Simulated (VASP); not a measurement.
The cell holds one Ti (hcp) (0 0 0 1) slab, with vacuum along c, ions free to move until forces fall under 0.03 eV/Å, no reconstruction beyond this cell, dipole correction on.

Input:

```
CELL_PARAMETERS angstrom
      2.93848     0.00000     0.00000
     -1.46924     2.54480     0.00000
      0.00000     0.00000    24.13301
ATOMIC_POSITIONS crystal
  Ti 0.66667 0.33333 0.44905
  Ti 0.33333 0.66667 0.35993
  Ti 0.66667 0.33333 0.64007
  Ti 0.33333 0.66667 0.55095
```

Method: r2SCAN meta-GGA, VASP's PBE PAW potentials (set 64) (plane waves; VASP 6.6.1). Run with 400 eV cut-off, 11×11×1 Γ-centred mesh, first-order Methfessel-Paxton smearing of 0.10 eV, potentials Ti_sv.

Slab and bulk use different k-meshes, so the surface energy is good to a few per cent at best.

**Question.** Predict its surface energy, work function, band gap (on the k-mesh).

**Answer.** 
| Property | Value |
|---|---|
| surface energy | 2.17 J/m^2 |
| work function | 4.61 eV |
| band gap (on the k-mesh) | none (metal, semimetal or under 0.01 eV) |

The cell is a thin slab with vacuum, built from Ti (hcp): (001) face.
